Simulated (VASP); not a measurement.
Output of a VASP run:

File OUTCAR:
```
 ion  position               nearest neighbor table
   1  0.665  0.665  0.000-   2 2.51   3 2.55   3 2.56   3 2.56   2 2.60   2 2.60   2 2.60   2 2.60
                             3 2.61   3 2.61
   2  0.335  0.335  0.000-   1 2.51   3 2.55   3 2.56   3 2.56   1 2.60   1 2.60   1 2.60   1 2.60
                             3 2.61   3 2.61
   3  0.000  0.011  0.011-   1 2.55   2 2.55   2 2.56   1 2.56   1 2.56   2 2.56   1 2.61   2 2.61
                             1 2.61   2 2.61
  LATTYP: Found a body centered orthorhombic cell.
 ALAT       =     3.1228860000
 B/A-ratio  =     1.0430659332
 C/A-ratio  =     2.4384911905
 Subroutine PRICEL returns:
 Original cell was already a primitive cell.
 Subroutine GETGRP returns: Found  4 space group operations
The static configuration has the point symmetry C_2v.
The dynamic configuration has the point symmetry C_2v.
 Subroutine INISYM returns: Found  4 space group operations
 Subroutine IBZKPT returns following result:
 Found    280 irreducible k-points:

 Following reciprocal coordinates:
            Coordinates               Weight
  0.000000  0.000000  0.000000      1.000000
  0.083333  0.000000 -0.000000      4.000000
  0.166667  0.000000  0.000000      4.000000
  0.250000  0.000000  0.000000      4.000000
  0.333333  0.000000 -0.000000      4.000000
  0.416667  0.000000 -0.000000      4.000000
  0.500000  0.000000  0.000000      2.000000
  0.000000  0.083333  0.000000      4.000000
  0.083333  0.083333 -0.000000      8.000000
  0.166667  0.083333 -0.000000      8.000000
  0.250000  0.083333 -0.000000      8.000000
  0.333333  0.083333 -0.000000      8.000000
  0.416667  0.083333  0.000000      8.000000
  0.500000  0.083333  0.000000      8.000000
 -0.416667  0.083333  0.000000      8.000000
 -0.333333  0.083333  0.000000      8.000000
 -0.250000  0.083333  0.000000      8.000000
 -0.166667  0.083333 -0.000000      8.000000
 -0.083333  0.083333  0.000000      4.000000
  0.000000  0.166667 -0.000000      4.000000
  0.083333  0.166667  0.000000      8.000000
  0.166667  0.166667 -0.000000      8.000000
  0.250000  0.166667  0.000000      8.000000
  0.333333  0.166667 -0.000000      8.000000
  0.416667  0.166667 -0.000000      8.000000
  0.500000  0.166667  0.000000      8.000000
 -0.416667  0.166667  0.000000      8.000000
 -0.333333  0.166667  0.000000      8.000000
 -0.250000  0.166667  0.000000      8.000000
 -0.166667  0.166667  0.000000      4.000000
 -0.083333  0.166667  0.000000      8.000000
  0.000000  0.250000  0.000000      4.000000
  0.083333  0.250000 -0.000000      8.000000
  0.166667  0.250000  0.000000      8.000000
  0.250000  0.250000  0.000000      8.000000
  0.333333  0.250000 -0.000000      8.000000
  0.416667  0.250000  0.000000      8.000000
  0.500000  0.250000  0.000000      8.000000
 -0.416667  0.250000  0.000000      8.000000
 -0.333333  0.250000 -0.000000      8.000000
   k-points           NKPTS =    280   k-points in BZ     NKDIM =    280   number of bands    NBANDS=     15
   number of dos      NEDOS =    301   number of ions     NIONS =      3
   total plane-waves  NPLWV =  27000
   dimension x,y,z NGX =    30 NGY =   30 NGZ =   30
   dimension x,y,z NGXF=    60 NGYF=   60 NGZF=   60
   ions per type =               2   1
   PREC   = accura    normal or accurate (medium, high low for compatibility)
   ISTART =      0    job   : 0-new  1-cont  2-samecut
   ICHARG =      2    charge: 1-file 2-atom 10-const
   ISPIN  =      1    spin polarized calculation?
   LNONCOLLINEAR =      F non collinear calculations
   LSORBIT =      F    spin-orbit coupling
   INIWAV =      1    electr: 0-lowe 1-rand  2-diag
   ENCUT  =  400.0 eV  29.40 Ry    5.42 a.u.   7.22  7.22  7.22*2*pi/ulx,y,z
   NELM   =    100;   NELMIN=  2; NELMDL= -5     # of ELM steps
   EDIFF  = 0.1E-05   stopping-criterion for ELM
   LREAL  =      F    real-space projection
   NLSPLINE    = F    spline interpolate recip. space projectors
...
```

OSZICAR:
```
       N       E                     dE             d eps       ncg     rms          rms(c)
DAV:   1     0.975515457131E+02    0.97552E+02   -0.10053E+04  8520   0.115E+03
DAV:   2    -0.218542919816E+02   -0.11941E+03   -0.11779E+03 10507   0.299E+02
DAV:   3    -0.239896388170E+02   -0.21353E+01   -0.21177E+01 11062   0.370E+01
DAV:   4    -0.239997564645E+02   -0.10118E-01   -0.10116E-01  9870   0.291E+00
DAV:   5    -0.239998363516E+02   -0.79887E-04   -0.79886E-04 11144   0.234E-01    0.236E+01
DAV:   6    -0.232566743303E+02    0.74316E+00   -0.67297E+00  9863   0.183E+01    0.546E+00
DAV:   7    -0.231510312922E+02    0.10564E+00   -0.87987E-01  9436   0.622E+00    0.494E+00
DAV:   8    -0.231193254432E+02    0.31706E-01   -0.98687E-02  9989   0.270E+00    0.418E-01
DAV:   9    -0.231189040763E+02    0.42137E-03   -0.17990E-03 10633   0.376E-01    0.234E-01
DAV:  10    -0.231188619033E+02    0.42173E-04   -0.52068E-04  9954   0.220E-01    0.484E-02
DAV:  11    -0.231188506519E+02    0.11251E-04   -0.14875E-04  9975   0.101E-01    0.296E-02
DAV:  12    -0.231188487407E+02    0.19112E-05   -0.17166E-05  9527   0.298E-02    0.491E-03
DAV:  13    -0.231188482828E+02    0.45787E-06   -0.42480E-07  5117   0.667E-03
   1 F= -.23118848E+02 E0= -.23118922E+02  d E =0.219997E-03
```

File OUTCAR:
```
------------------------ aborting loop because EDIFF is reached ----------------------------------------
  FORCE on cell =-STRESS in cart. coord.  units (eV):
  Direction    XX          YY          ZZ          XY          YZ          ZX
  --------------------------------------------------------------------------------------
  Total        0.4694943      3.4822860      4.9920703      0.0000000      0.0000000      0.0000000
  in kB       19.4209075    144.0468194    206.4999383      0.0000000      0.0000000      0.0000000
  external PRESSURE =     123.3225551 kB  Pullay stress =       0.0000000 kB
  volume of cell :       38.73
      direct lattice vectors                 reciprocal lattice vectors
    -1.628688000  1.561443000  3.807565000     0.000000000  0.320216620  0.131317522
     1.628688000 -1.561443000  3.807565000     0.306995569  0.000000000  0.131317522
     1.628688000  1.561443000 -3.807565000     0.306995569  0.320216620  0.000000000
 POSITION                                       TOTAL-FORCE (eV/Angst)
 -----------------------------------------------------------------------------------
      0.00000      0.00000      5.06406         0.200997      0.000000      0.114747
      0.00000      0.00000      2.55107         0.200997      0.000000     -0.114747
      0.03589      0.00000      0.00000        -0.401993     -0.000000      0.000000
 -----------------------------------------------------------------------------------
    total drift:                               -0.000158     -0.000000     -0.000000
  FREE ENERGIE OF THE ION-ELECTRON SYSTEM (eV)
  ---------------------------------------------------
  free  energy   TOTEN  =       -23.1188482828 eV

  energy  without entropy=      -23.1190682800  energy(sigma->0) =      -23.11892162
```
(Selected blocks of OUTCAR.)

File POSCAR:
```
MoSi2
1
   -1.6286880000     1.5614430000     3.8075650000
    1.6286880000    -1.5614430000     3.8075650000
    1.6286880000     1.5614430000    -3.8075650000
Si Mo
2 1
Direct
  0.6650000000   0.6650000000   0.0000000000
  0.3350000000   0.3350000000   0.0000000000
 -0.0000000000   0.0110170000   0.0110170000
```

### Question
Reconstruct the remaining input files.

### Answer
This is not unique; one that fits is the input of the run itself, PBE GGA, plane waves, VASP's PBE PAW potentials (set 64).

### KPOINTS
```
kpoints
0
G
 12 12 12
0 0 0
```

**INCAR**
```
! general
SYSTEM  = MoSi2
PREC    = Accurate
ENCUT   = 400
LREAL   = F
LASPH   = T
ISYM    = 1

! electronic loop
EDIFF   = 1E-6
NELM    = 100
ALGO    = Normal
LMAXMIX = 4

! smearing
ISMEAR  = 1
SIGMA   = 0.1

! functional
GGA     = PE

! ions
ISIF    = 2

! output
LWAVE   = F
LCHARG  = F
```

POTCAR, in this order: Si Mo_sv (PBE.64 set). Program: vasp_std.

The compound is MoSi2 in the MoSi2 type structure. The cell was not relaxed at this level. The run is one of a series of settings (ISYM = 1 against the base run), some of them coarse on purpose.
